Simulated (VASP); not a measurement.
Computed with PW91 GGA, VASP's PBE PAW potentials (set 64) (plane waves; VASP).

A VASP calculation is set up with these files.

**POSCAR**
```
Pt3Ti
1
    3.9958429362     0.0000000000     0.0000000000
    0.0000000000     3.9958429362     0.0000000000
    0.0000000000     0.0000000000     3.9958429362
Ti Pt
1 3
Direct
  0.0000000000   0.0000000000   0.0000000000
  0.0000000000   0.5000000000   0.5000000000
  0.5000000000   0.0000000000   0.5000000000
  0.5000000000   0.5000000000   0.0000000000
```

KPOINTS:
```
Automatic mesh
0
Gamma
8 8 8
0 0 0
```

**INCAR**
```
# general
SYSTEM  = Pt3Ti
PREC    = Accurate
ENCUT   = 520
LREAL   = .FALSE.   # projection in real space or not
LASPH   = .TRUE.   # aspherical one-centre terms

# electronic loop
EDIFF   = 1E-7   # SCF stop (eV)
NELM    = 100
ALGO    = Normal
LMAXMIX = 6

# smearing
ISMEAR  = 1
SIGMA   = 0.1   # width (eV)

# functional
GGA     = 91   # PW91

# ions
ISIF    = 2   # forces and stress, cell fixed

# output
LWAVE   = .FALSE.
LCHARG  = .FALSE.
```

POTCAR, in this order: Ti_sv Pt (PBE.64 set). Program: vasp_std.

Output of the run:

### OSZICAR
```
       N       E                     dE             d eps       ncg     rms          rms(c)
DAV:   1     0.377207491517E+03    0.37721E+03   -0.21236E+04  1750   0.179E+03
DAV:   2     0.167016681383E+01   -0.37554E+03   -0.36866E+03  1856   0.445E+02
DAV:   3    -0.318484882731E+02   -0.33519E+02   -0.32461E+02  2683   0.110E+02
DAV:   4    -0.328542147479E+02   -0.10057E+01   -0.10001E+01  2042   0.204E+01
DAV:   5    -0.328890162423E+02   -0.34801E-01   -0.34751E-01  2581   0.371E+00    0.194E+01
DAV:   6    -0.310780103794E+02    0.18110E+01   -0.26070E+01  2510   0.337E+01    0.152E+01
DAV:   7    -0.304141605068E+02    0.66385E+00   -0.36459E+01  2553   0.346E+01    0.906E+00
DAV:   8    -0.296629923032E+02    0.75117E+00   -0.16184E+00  2475   0.931E+00    0.444E+00
DAV:   9    -0.295253678219E+02    0.13762E+00   -0.23848E+00  2616   0.806E+00    0.236E+00
DAV:  10    -0.294725574957E+02    0.52810E-01   -0.32305E-01  2578   0.378E+00    0.380E-01
DAV:  11    -0.294742641530E+02   -0.17067E-02   -0.36307E-03  2243   0.461E-01    0.446E-01
DAV:  12    -0.294724012191E+02    0.18629E-02   -0.16210E-02  2620   0.710E-01    0.121E-01
DAV:  13    -0.294723086167E+02    0.92602E-04   -0.32863E-04  2269   0.123E-01    0.633E-02
DAV:  14    -0.294723056159E+02    0.30008E-05   -0.33075E-05  2238   0.401E-02    0.558E-02
DAV:  15    -0.294722753619E+02    0.30254E-04   -0.16814E-04  2663   0.767E-02    0.768E-03
DAV:  16    -0.294722758995E+02   -0.53758E-06   -0.20747E-06  2050   0.984E-03    0.540E-03
DAV:  17    -0.294722757116E+02    0.18786E-06   -0.49840E-07  1802   0.533E-03    0.124E-03
DAV:  18    -0.294722757483E+02   -0.36618E-07   -0.34783E-08  1006   0.124E-03
   1 F= -.29472276E+02 E0= -.29472542E+02  d E =0.799764E-03
```

OUTCAR:
```
------------------------ aborting loop because EDIFF is reached ----------------------------------------
  FORCE on cell =-STRESS in cart. coord.  units (eV):
  Direction    XX          YY          ZZ          XY          YZ          ZX
  --------------------------------------------------------------------------------------
  Total       -2.5697810     -2.5697810     -2.5697810      0.0000000     -0.0000000      0.0000000
  in kB      -64.5329416    -64.5329416    -64.5329416      0.0000000     -0.0000000      0.0000000
  external PRESSURE =     -64.5329416 kB  Pullay stress =       0.0000000 kB
  volume of cell :       63.80
      direct lattice vectors                 reciprocal lattice vectors
     3.995842936  0.000000000  0.000000000     0.250260087  0.000000000  0.000000000
     0.000000000  3.995842936  0.000000000     0.000000000  0.250260087  0.000000000
     0.000000000  0.000000000  3.995842936     0.000000000  0.000000000  0.250260087
 POSITION                                       TOTAL-FORCE (eV/Angst)
 -----------------------------------------------------------------------------------
      0.00000      0.00000      0.00000         0.000000      0.000000      0.000000
      0.00000      1.99792      1.99792         0.000000      0.000000      0.000000
      1.99792      0.00000      1.99792         0.000000      0.000000      0.000000
      1.99792      1.99792      0.00000         0.000000      0.000000      0.000000
 -----------------------------------------------------------------------------------
    total drift:                                0.000000      0.000000     -0.000000
  FREE ENERGIE OF THE ION-ELECTRON SYSTEM (eV)
  ---------------------------------------------------
  free  energy   TOTEN  =       -29.4722757483 eV

  energy  without entropy=      -29.4730755124  energy(sigma->0) =      -29.47254234
```
(Selected blocks of OUTCAR.)

**OUTCAR**
```
 val. band max:       10.5621401561   @ k =   0.5000   0.1250   0.1250

 cond. band min:      10.6097983863   @ k =   0.3750   0.0000   0.0000


 Fermi energy:        10.6013464041

 k-point     1 :       0.0000    0.0000    0.0000
  band No.  band energies     occupation
      1     -47.5571      2.00000
      2     -23.8709      2.00000
      3     -23.8709      2.00000
      4     -23.8709      2.00000
      5       1.0954      2.00000
      6       3.8988      2.00000
      7       4.2053      2.00000
      8       4.2053      2.00000
      9       4.4979      2.00000
     10       4.4979      2.00000
     11       4.4979      2.00000
     12       7.2837      2.00000
     13       7.2837      2.00000
     14       7.2837      2.00000
     15       9.0166      2.00000
     16       9.0166      2.00000
     17      10.0349      2.00000
     18      10.5568      1.67760
     19      10.5568      1.67760
     20      10.5568      1.67760
     21      11.7851     -0.00000
     22      11.7851     -0.00000
     23      12.2300     -0.00000
     24      12.2300     -0.00000
     25      12.2300     -0.00000

 k-point     2 :       0.1250    0.0000    0.0000
  band No.  band energies     occupation
      1     -47.5569      2.00000
      2     -23.8737      2.00000
      3     -23.8713      2.00000
      4     -23.8713      2.00000
      5       1.2882      2.00000
      6       4.0166      2.00000
      7       4.2683      2.00000
      8       4.3637      2.00000
      9       4.5671      2.00000
     10       4.6118      2.00000
     11       4.6118      2.00000
     12       7.1733      2.00000
     13       7.3385      2.00000
     14       7.3385      2.00000
     15       8.8606      2.00000
     16       9.0399      2.00000
     17       9.8526      2.00000
     18       9.8526      2.00000
     19       9.8704      2.00000
     20      10.5572      1.67199
     21      11.1139     -0.00000
     22      11.6675     -0.00000
     23      11.6675     -0.00000
...
```

Unless said otherwise, spin-orbit coupling is left out, though it shifts the bands of the heavy elements here.

The compound is Pt3Ti in the L1_2 structure. This cell is one point of a volume scan, at 1.03 of the reference volume.
